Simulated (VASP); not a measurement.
Data:

```xyz
8
Lattice="5.3357 0.0000 0.0000 0.0000 5.3357 0.0000 0.0000 0.0000 3.9182" Properties=species:S:1:pos:R:3 pbc="T T T"
W      2.6679     0.0000     3.6831
W      0.0000     2.6679     0.2350
O      2.6679     0.0000     1.9116
O      0.0000     2.6679     2.0066
O      1.3339     1.3339     0.0000
O      1.3339     4.0018     3.9182
O      4.0018     4.0018     0.0000
O      4.0018     1.3339     0.0000
```

All values below come from PBEsol GGA, VASP's PBE PAW potentials (set 64) (plane waves; VASP). Run with 520 eV cut-off, 5×5×6 Γ-centred mesh, tetrahedra with Blöchl corrections, potentials W_sv O.

The cores are frozen, which limits the accuracy of field gradients.

Give the principal components of the electric field gradient (V/Å²) and the asymmetry η at each nucleus.

```tsv
atom	Vxx	Vyy	Vzz	η
W1	-76.7	-76.7	153.4	0.00
W2	-76.7	-76.7	153.4	0.00
O3	-8.3	-8.3	16.6	0.00
O4	-8.3	-8.3	16.6	0.00
O5	-27.9	-13.7	41.6	0.34
O6	-27.9	-13.7	41.6	0.34
O7	-27.9	-13.7	41.6	0.34
O8	-27.9	-13.7	41.6	0.34
```

The structure comes from a computed database's WO3 entry (P4/nmm); how it stands against other phases isn't given here. It was relaxed first.
